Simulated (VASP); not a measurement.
```yaml
crystal:
  lattice:
    - [-1.49732, 1.49732, 1.49732]
    - [1.49732, -1.49732, 1.49732]
    - [1.49732, 1.49732, -1.49732]
  atoms:
    - { symbol: V, position: [0.00000, 0.00000, 0.00000] }
```

All values below come from revTPSS meta-GGA, VASP's PBE PAW potentials (set 64) (plane waves; VASP 6.6.1). Numerical set-up: 520 eV cut-off, 17×17×17 Γ-centred mesh, first-order Methfessel-Paxton smearing of 0.10 eV, potentials V_sv.

Give the stress tensor in GPa (positive for a compressed cell).

```
-5.13   0.00   0.00
 0.00  -5.13   0.00
 0.00   0.00  -5.13
```
The pressure is its mean diagonal, -5.13 GPa.

The compound is V in the bcc structure. This cell is one point of a volume scan, at 1.03 of the reference volume. The run is not spin-polarised, so no magnetic state was tried.
